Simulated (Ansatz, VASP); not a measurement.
## LiSiO2 (Li(110)/SiO2(001) interface) in two plane-wave programs

Aim: how closely do two programs agree when they are given the same cell, functional and k mesh? Of the first pair: The structure shown is the start of the Ansatz relaxation below; VASP solves that cell, so the two are compared at the walk's first step.

Calculated with Ansatz 0.2.0; plane waves, with VASP 6.6.1 beside it; single point at RPBE.

**1. Starting point**

The cell holds 160 atoms: 40 Li, 40 Si and 80 O. Its edges and angles: a = 15.068 Å, b = 11.820 Å, c = 20.763 Å, α = 90.0°, β = 90.0°, γ = 101.3°. Bcc Li(110), 2 repeat layers, 20 surface cells, strained -0.86 and +1.53 %; rutile SiO2(001), 2 layers, 10 cells, +0.00 and +0.00 %; outer planes 2.29 A apart above; (so at first; earlier steps may have moved the atoms), displaced by a Gaussian of 0.02 A. Vacuum lies along c.

**2. Ansatz: relaxation, RPBE**

Ansatz runs on its default PAW (the set named soft_2) files.

The two programs are compared at the cell with which this relaxation starts, whose forces are those of its first step.

input.yaml reads:

```yaml
crystal:
  lattice:
    - [15.0676, 0.0, 0.0]
    - [-2.31809, 11.59046, 0.0]
    - [0.0, 0.0, 20.76274]
  atoms:
    - { symbol: Li, position: [0.10234, 0.75145, 0.2877] }
    - { symbol: Li, position: [0.14936, 0.62589, 0.40804] }
    - { symbol: Li, position: [0.30303, 0.75476, 0.28948] }
    - { symbol: Li, position: [0.34828, 0.62518, 0.41004] }
    - { symbol: Li, position: [0.49993, 0.74939, 0.29056] }
    - { symbol: Li, position: [0.55038, 0.6256, 0.40708] }
    - { symbol: Li, position: [0.70218, 0.75025, 0.28932] }
    - { symbol: Li, position: [0.75108, 0.62445, 0.409] }
    - { symbol: Li, position: [0.89908, 0.75236, 0.291] }
    - { symbol: Li, position: [0.94958, 0.62527, 0.40732] }
    - { symbol: Li, position: [0.00171, 0.50061, 0.28845] }
    - { symbol: Li, position: [0.05004, 0.3749, 0.40864] }
    - { symbol: Li, position: [0.19983, 0.50044, 0.28878] }
    - { symbol: Li, position: [0.25084, 0.37627, 0.40733] }
    - { symbol: Li, position: [0.40046, 0.50248, 0.28839] }
    - { symbol: Li, position: [0.44867, 0.37595, 0.40898] }
    - { symbol: Li, position: [0.60056, 0.50199, 0.28893] }
    - { symbol: Li, position: [0.64937, 0.37757, 0.4084] }
    - { symbol: Li, position: [0.80089, 0.50162, 0.28779] }
    - { symbol: Li, position: [0.85127, 0.37246, 0.40791] }
    - { symbol: Li, position: [0.09897, 0.2485, 0.28875] }
    - { symbol: Li, position: [0.14855, 0.12438, 0.40921] }
    - { symbol: Li, position: [0.301, 0.2495, 0.28844] }
    - { symbol: Li, position: [0.34835, 0.12211, 0.4076] }
    - { symbol: Li, position: [0.50137, 0.25125, 0.28921] }
    - { symbol: Li, position: [0.54869, 0.12429, 0.40981] }
    - { symbol: Li, position: [0.69962, 0.24673, 0.2874] }
    - { symbol: Li, position: [0.74733, 0.12063, 0.40924] }
    - { symbol: Li, position: [0.90054, 0.25281, 0.28894] }
    - { symbol: Li, position: [0.9489, 0.12474, 0.40769] }
[... 124 atom lines left out ...]
    - { symbol: Si, position: [0.12407, 0.07471, 0.64554] }
    - { symbol: Si, position: [0.92486, 0.0243, 0.71084] }
    - { symbol: O, position: [0.00264, 0.04485, 0.64672] }
    - { symbol: O, position: [0.8482, 0.00263, 0.64594] }
    - { symbol: O, position: [0.92593, 0.86685, 0.71133] }
    - { symbol: O, position: [0.92396, 0.1729, 0.71006] }
kpoints:
  mp_grid: { grid: [1, 1, 1] }
hamiltonian:
  xc: rpbe
scf:
  occupations: { method: gaussian, width: 0.025 }
output:
  forces: true
relax:
  f_tol: 0.05
  max_steps: 109
```

On the command line:

```console
ansatz run input.yaml --threads 4 --pin off --max-ram 8192MiB --backend cpu --events-out ev --progress --plain --runs-dir out
```

Numbers of over 12 decimals in the logs are rounded to 6 here.

Log:

```text
Engine: ansatz 0.2.0, aarch64-unknown-linux-gnu
Pseudopotentials: kind: paw
Pseudopotential: Li, paw, valence charge 3, recommended cutoff 420 eV (normal), Li.paw.azcp
Pseudopotential: Si, paw, valence charge 4, recommended cutoff 420 eV (normal), Si.paw.azcp
Pseudopotential: O, paw, valence charge 6, recommended cutoff 420 eV (normal), O.paw.azcp
Functional definition: RPBE
  parameter kappa = 0.804
  parameter beta = 0.066725
  exchange = rpbe_x(kappa = kappa, mu = beta*pi^2/3)
  correlation = pbe_c(beta = beta)
Crystal: 160 atoms, lattice volume = 3626.014 Å³
Basis set: ecut = 420 eV, 70837 PW (Γ), exchange–correlation on 216×160×288 points (8 copies of the dense FFT grid, shifted against one another)
Bands: 540, of which v1, the nominal top of the filled ones, is band 380 counted from 1 (379 counted from 0)
Symmetry: 1 space group operations
Space group: P1 (ITA 1), of the structure as read, at distance tolerance 1.5e-4 Å
k-points: 1
Non-local potential: Li, projectors of the file, l = 0: 3, l = 1: 2, l = 2: 1
Non-local potential: Si, projectors of the file, l = 0: 2, l = 1: 2, l = 2: 2
Non-local potential: O, projectors of the file, l = 0: 2, l = 1: 2, l = 2: 1
PAW form: soft (Blöchl's): semilocal exchange-correlation on the pseudo side does not see the compensation charge
PAW frozen core: Si, regenerated for the run's functional, and the local potential with it (the file was generated under x = pbe(κ = 0.804, μ = 0.219515), c = pbe(β = 0.066725))
PAW frozen core: O, regenerated for the run's functional, and the local potential with it (the file was generated under x = pbe(κ = 0.804, μ = 0.219515), c = pbe(β = 0.066725))
PAW one-centre angular grid: Li, 110 points (default); XC on 64 Gauss nodes
PAW one-centre angular grid: Si, 110 points (default); XC on 64 Gauss nodes
PAW one-centre angular grid: O, 110 points (default); XC on 64 Gauss nodes
Initial density: superposition of atomic densities (neutral atoms: chi_scale 0, normalization atom), corrected by the library's trained network
Initial wavefunctions: pseudopotential atomic-orbital guess
Functional: x = rpbe, c = pbe(β = 0.066725)
SCF iter   1: F=—  HF=-79336.158027 eV  |F-HF|=—  |Δ(HF+E_count)|=         —  Δρ=1.58e-2  dr2=1.85e2  ethr=1.77e-3  ⟨swp⟩=6.0  Hψ=2533  notcnv=0  defer=116
preconditioner: auto → LDOS  [metal: Δε(μ)=0.014 eV  Ē_g=11.935 eV  σ=0.025 eV  W_gap=0.31  n_scr=548 (ndim 8)  ℏωp=15.7 eV  f_vac=0.420  D(μ)=84.45/eV (n_scr^D=522)  β→1.0]
SCF iter   2: F=—  HF=-79332.019670 eV  |F-HF|=—  |Δ(HF+E_count)|=    4.14e0  Δρ=1.31e-2  dr2=2.87e1  ethr=1.77e-3  ⟨swp⟩=2.0  Hψ=626  notcnv=0  defer=154
SCF iter   3: F=—  HF=-79331.844858 eV  |F-HF|=—  |Δ(HF+E_count)|=   1.75e-1  Δρ=5.64e-3  dr2=3.40e0  ethr=1.77e-3  ⟨swp⟩=3.0  Hψ=475  notcnv=0  defer=154
SCF iter   4: F=—  HF=-79331.431274 eV  |F-HF|=—  |Δ(HF+E_count)|=   4.14e-1  Δρ=2.65e-3  dr2=8.18e-1  ethr=4.47e-4  ⟨swp⟩=2.0  Hψ=784  notcnv=0  defer=152
SCF iter   5: F=—  HF=-79331.382311 eV  |F-HF|=—  |Δ(HF+E_count)|=   4.90e-2  Δρ=1.50e-3  dr2=2.20e-1  ethr=1.08e-4  ⟨swp⟩=5.0  Hψ=404  notcnv=0  defer=152
SCF iter   6: F=—  HF=-79331.375699 eV  |F-HF|=—  |Δ(HF+E_count)|=   6.61e-3  Δρ=9.07e-4  dr2=1.24e-1  ethr=2.89e-5  ⟨swp⟩=4.0  Hψ=395  notcnv=0  defer=152
SCF iter   7: F=—  HF=-79331.375274 eV  |F-HF|=—  |Δ(HF+E_count)|=   4.24e-4  Δρ=1.50e-3  dr2=3.46e-1  ethr=1.64e-5  ⟨swp⟩=4.0  Hψ=399  notcnv=0  defer=152  recentre
SCF iter   8: F=—  HF=-79331.369504 eV  |F-HF|=—  |Δ(HF+E_count)|=   5.77e-3  Δρ=7.01e-4  dr2=6.13e-2  ethr=1.64e-5  ⟨swp⟩=3.0  Hψ=629  notcnv=0  defer=150
SCF iter   9: F=—  HF=-79331.367948 eV  |F-HF|=—  |Δ(HF+E_count)|=   1.56e-3  Δρ=3.07e-4  dr2=8.69e-3  ethr=8.06e-6  ⟨swp⟩=1.0  Hψ=390  notcnv=0  defer=150
SCF iter  10: F=—  HF=-79331.367825 eV  |F-HF|=—  |Δ(HF+E_count)|=   1.23e-4  Δρ=2.25e-4  dr2=5.03e-3  ethr=1.14e-6  ⟨swp⟩=2.0  Hψ=393  notcnv=0  defer=150
SCF iter  11: F=—  HF=-79331.367706 eV  |F-HF|=—  |Δ(HF+E_count)|=   1.19e-4  Δρ=1.08e-4  dr2=9.65e-4  ethr=6.62e-7  ⟨swp⟩=1.0  Hψ=390  notcnv=0  defer=150
SCF iter  12: F=—  HF=-79331.367703 eV  |F-HF|=—  |Δ(HF+E_count)|=   2.63e-6  Δρ=5.05e-5  dr2=2.08e-4  ethr=1.27e-7  ⟨swp⟩=1.0  Hψ=540  notcnv=0  defer=150
SCF iter  13: F=—  HF=-79331.367711 eV  |F-HF|=—  |Δ(HF+E_count)|=   7.35e-6  Δρ=3.04e-5  dr2=7.17e-5  ethr=2.74e-8  ⟨swp⟩=2.0  Hψ=425  notcnv=0  defer=150
SCF iter  14: F=-79331.367702 eV  HF=-79331.367717 eV  |F-HF|=1.56e-5  |Δ(HF+E_count)|=   6.50e-6  Δρ=1.88e-5  dr2=2.32e-5  ethr=8.22e-9  ⟨swp⟩=4.0  Hψ=1231  notcnv=0
SCF 1 converged in 14 iterations: F = -79331.367702 eV  dr2 = 2.32e-5
  greatest PAW one-centre occupation: 1.000 electrons in one spin orbital (limit 2), on the Li atom at site 25 (counted from 0), in its partial waves of l = 0
[...]
- { symbol: Si, position: [0.729912, 0.219645, 0.475756] }
    - { symbol: O, position: [0.826915, 0.242603, 0.431552] }
    - { symbol: O, position: [0.616139, 0.191441, 0.451413] }
    - { symbol: O, position: [0.730422, 0.088564, 0.506505] }
    - { symbol: O, position: [0.731401, 0.351160, 0.506171] }
    - { symbol: Si, position: [0.922568, 0.269096, 0.766245] }
    - { symbol: Si, position: [0.722622, 0.219109, 0.766533] }
    - { symbol: O, position: [0.822435, 0.244068, 0.727504] }
    - { symbol: O, position: [0.622387, 0.194048, 0.727771] }
    - { symbol: O, position: [0.722553, 0.094114, 0.805570] }
    - { symbol: O, position: [0.722548, 0.344073, 0.805568] }
    - { symbol: Si, position: [0.728905, 0.980459, 0.446819] }
    - { symbol: Si, position: [0.520374, 0.916466, 0.506716] }
    - { symbol: O, position: [0.559594, 0.926718, 0.433883] }
    - { symbol: O, position: [0.410877, 0.884984, 0.483237] }
    - { symbol: O, position: [0.543471, 0.803930, 0.549770] }
    - { symbol: O, position: [0.542349, 0.043838, 0.546677] }
    - { symbol: Si, position: [0.722619, 0.969113, 0.766517] }
    - { symbol: Si, position: [0.522617, 0.919118, 0.766851] }
    - { symbol: O, position: [0.622403, 0.944044, 0.727859] }
    - { symbol: O, position: [0.422579, 0.894075, 0.727824] }
    - { symbol: O, position: [0.522459, 0.794072, 0.805896] }
    - { symbol: O, position: [0.522490, 0.044074, 0.805885] }
    - { symbol: Si, position: [0.532666, 0.670343, 0.518257] }
    - { symbol: Si, position: [0.320437, 0.615784, 0.519467] }
    - { symbol: O, position: [0.427668, 0.641725, 0.495070] }
    - { symbol: O, position: [0.278248, 0.604816, 0.447394] }
    - { symbol: O, position: [0.301810, 0.488719, 0.559794] }
    - { symbol: O, position: [0.303635, 0.738034, 0.556722] }
    - { symbol: Si, position: [0.522592, 0.669109, 0.766944] }
    - { symbol: Si, position: [0.322538, 0.619091, 0.766884] }
    - { symbol: O, position: [0.422609, 0.644098, 0.727788] }
    - { symbol: O, position: [0.222760, 0.594141, 0.727886] }
    - { symbol: O, position: [0.322737, 0.494139, 0.805889] }
    - { symbol: O, position: [0.322732, 0.744133, 0.805883] }
    - { symbol: Si, position: [0.728675, 0.457705, 0.445825] }
    - { symbol: Si, position: [0.525281, 0.419639, 0.512061] }
[...]
- { symbol: Si, position: [0.722620, 0.469107, 0.766517] }
    - { symbol: Si, position: [0.522624, 0.419103, 0.766880] }
[...]
- { symbol: Si, position: [0.540068, 0.172578, 0.512518] }
    - { symbol: Si, position: [0.329944, 0.120487, 0.511868] }
[...]
- { symbol: Si, position: [0.522590, 0.169098, 0.766900] }
    - { symbol: Si, position: [0.322546, 0.119089, 0.766823] }
[...]
- { symbol: Si, position: [0.311229, 0.864420, 0.517478] }
    - { symbol: Si, position: [0.120889, 0.815911, 0.482390] }
[...]
- { symbol: Si, position: [0.322569, 0.869107, 0.766891] }
    - { symbol: Si, position: [0.122522, 0.819093, 0.766561] }
[...]
- { symbol: Si, position: [0.119779, 0.578146, 0.451771] }
[...]
- { symbol: Si, position: [0.313510, 0.364982, 0.522264] }
    - { symbol: Si, position: [0.126059, 0.317188, 0.458977] }
[...]
- { symbol: Si, position: [0.322569, 0.369085, 0.766916] }
    - { symbol: Si, position: [0.122524, 0.319078, 0.766584] }
[...]
- { symbol: Si, position: [0.118466, 0.052238, 0.453735] }
    - { symbol: Si, position: [0.922838, 0.016059, 0.482204] }
    - { symbol: O, position: [0.00704675, 0.036681, 0.429523] }
    - { symbol: O, position: [0.841464, -0.00181945, 0.427045] }
    - { symbol: O, position: [0.922455, 0.889364, 0.517005] }
    - { symbol: O, position: [0.922070, 0.140483, 0.519700] }
    - { symbol: Si, position: [0.122536, 0.069080, 0.766541] }
    - { symbol: Si, position: [0.922576, 0.019095, 0.766263] }
    - { symbol: O, position: [0.022691, 0.044165, 0.727581] }
    - { symbol: O, position: [0.822453, -0.00592403, 0.727552] }
    - { symbol: O, position: [0.922550, 0.894066, 0.805307] }
    - { symbol: O, position: [0.922546, 0.144121, 0.805322] }
```

The column dr2 measures how far the density is from self-consistency, as an energy; F and HF (Harris–Foulkes) agree once it is small.

**3. VASP: single point, RPBE, start cell, pair 1**

The same cell, functional, mesh and smearing now go to VASP, with its own data sets.

Lines of VASP's logs that name or quote its potential files are left out, and so is its time.

INCAR reads:

```
SYSTEM = LiSiO2
PREC = Accurate
ENCUT = 650
EDIFF = 1E-06
NELM = 120
ISMEAR = 0
SIGMA = 0.025
LREAL = Auto
ALGO = Normal
GGA = RP
NBANDS = 492
LORBIT = 11
LWAVE = .FALSE.
LCHARG = .FALSE.
ISIF = 2
LASPH = .TRUE.
GGA_COMPAT = .FALSE.
EFERMI = MIDGAP
```

POSCAR reads:

```
LiSiO2
1.0
   15.0676000000      0.0000000000      0.0000000000
   -2.3180900000     11.5904600000      0.0000000000
    0.0000000000      0.0000000000     20.7627400000
Li Si O
40 40 80
Direct
    0.1023413481      0.7514542132      0.2876980591
    0.1493588062      0.6258940542      0.4080386307
    0.3030275884      0.7547586550      0.2894800975
    0.3482783422      0.6251779481      0.4100422199
    0.4999308783      0.7493921725      0.2905589532
    0.5503795395      0.6256007095      0.4070801831
    0.7021780841      0.7502463233      0.2893211590
    0.7510777265      0.6244532141      0.4090018947
    0.8990773909      0.7523601307      0.2910020546
    0.9495831287      0.6252728537      0.4073209991
    0.0017095622      0.5006099844      0.2884494050
    0.0500384434      0.3749031531      0.4086406707
    0.1998300326      0.5004374287      0.2887817311
    0.2508375088      0.3762663432      0.4073306317
    0.4004618516      0.5024822138      0.2883916092
    0.4486699440      0.3759471151      0.4089778131
    0.6005574210      0.5019904301      0.2889310370
    0.6493694580      0.3775691388      0.4083998547
    0.8008905862      0.5016194353      0.2877895692
    0.8512702259      0.3724614899      0.4079085901
    0.0989699423      0.2484974712      0.2887480169
    0.1485518431      0.1243781524      0.4092089965
    0.3010007898      0.2494982943      0.2884397724
    0.3483474313      0.1221090449      0.4076003456
    0.5013684659      0.2512497347      0.2892103836
    0.5486885603      0.1242918745      0.4098110365
    0.6996229995      0.2467287752      0.2873994473
    0.7473280256      0.1206336936      0.4092378944
    0.9005375438      0.2528113638      0.2889406697
    0.9489009365      0.1247405194      0.4076918557
[... 124 atom lines left out ...]
    0.9249713470      0.8660570849      0.5821919458
    0.9269823760      0.1756617080      0.5836416581
    0.0026387686      0.0448472278      0.6467210012
    0.8481974564      0.0026314745      0.6459407573
    0.9259296946      0.8668508411      0.7113319340
    0.9239626519      0.1729008167      0.7100604256
```

KPOINTS reads:

```
Automatic mesh
0
Gamma
1 1 1
0 0 0
```

PAW data sets: Li_sv, Si and O (PBE family, release 64).

On the command line:

```console
export OMP_NUM_THREADS=3
mpirun -np 1 vasp_gam
```

Log:

```text
[banner, memory and clock lines left out]
running    1 mpi-ranks, on    1 nodes
[...]
Offloading initialized ...    1 GPUs detected
[...]
|                                                                             |
|               ----> ADVICE to this user running VASP <----                  |
|                                                                             |
|     You enforced a specific xc type in the INCAR file but a different       |
|     [... a line on the potential file left out ...]
|     I HOPE YOU KNOW WHAT YOU ARE DOING!                                     |
|                                                                             |

 LDA part: xc-table for (Slater+PW92), standard interpolation
 POSCAR, INCAR and KPOINTS ok, starting setup
[...]
entering main loop
       N       E                     dE             d eps       ncg     rms          rms(c)
DAV:   1     0.986984876025E+04    0.98698E+04   -0.41724E+05   992   0.176E+03
DAV:   2     0.445925255807E+03   -0.94239E+04   -0.88427E+04  1224   0.428E+02
DAV:   3    -0.894526056063E+03   -0.13405E+04   -0.13204E+04  1216   0.168E+02
DAV:   4    -0.996686320000E+03   -0.10216E+03   -0.10108E+03  1304   0.425E+01
[...]
DAV:  34    -0.869789148500E+03   -0.61544E-05   -0.61533E-07   744   0.911E-04    0.935E-04
DAV:  35    -0.869789150110E+03   -0.16096E-05   -0.18886E-07   728   0.509E-04    0.581E-04
DAV:  36    -0.869789150808E+03   -0.69881E-06   -0.10318E-07   688   0.352E-04
   1 F= -.86978915E+03 E0= -.86976918E+03  d E =-.399456E-01
```

OUTCAR, selected parts (step 3):

```text
  FREE ENERGIE OF THE ION-ELECTRON SYSTEM (eV)
  ---------------------------------------------------
  free  energy   TOTEN  =      -869.7891508084 eV

  energy  without entropy=     -869.7492052323  energy(sigma->0) =     -869.76917802
```

**4. Differences**

Known differences besides the potentials themselves: the cutoff is 420 eV in Ansatz and 650 eV in VASP (PREC = Accurate, projectors in real space); Ansatz makes its cores anew for this functional, VASP keeps those of its PBE data sets. Total energies have different zeros and are not compared.

Forces on 8 of the 160 atoms, those with the largest forces and the largest differences (eV/Å; atoms numbered as in POSCAR):

```csv
atom,"Ansatz x, y, z","VASP x, y, z"
Si48,"0.180, -0.346, -5.625","0.177, -0.340, -5.554"
Si52,"0.149, -0.022, -5.609","0.149, -0.019, -5.532"
Si65,"0.152, -0.277, 3.601","0.151, -0.264, 3.531"
Si80,"0.285, -0.272, -5.274","0.279, -0.264, -5.228"
O103,"-0.750, 4.123, 3.319","-0.746, 4.105, 3.282"
O104,"0.857, -4.277, 3.355","0.852, -4.257, 3.324"
O127,"-0.972, 4.604, 3.304","-0.968, 4.597, 3.276"
O152,"0.705, -4.314, 3.410","0.700, -4.299, 3.375"
```

The forces differ by 18 meV/Å r.m.s., which is 1.1 % of the r.m.s. force of 1.609 eV/Å (both taken over all components).

(Continued in part 2 of 2.)

[Lines on the potential files, build, host, timing and source positions are cut from VASP's logs without a mark.]

[Logs are printed without paths, hosts, clocks, repeated set-up lines and the standing remarks that a program may print on its own settings, such as how far it seeks lower states.]

[Hosts, paths, dates, database ids (printed as entryN), source tags and the programs' standing remarks are cut or masked in the printed files.]
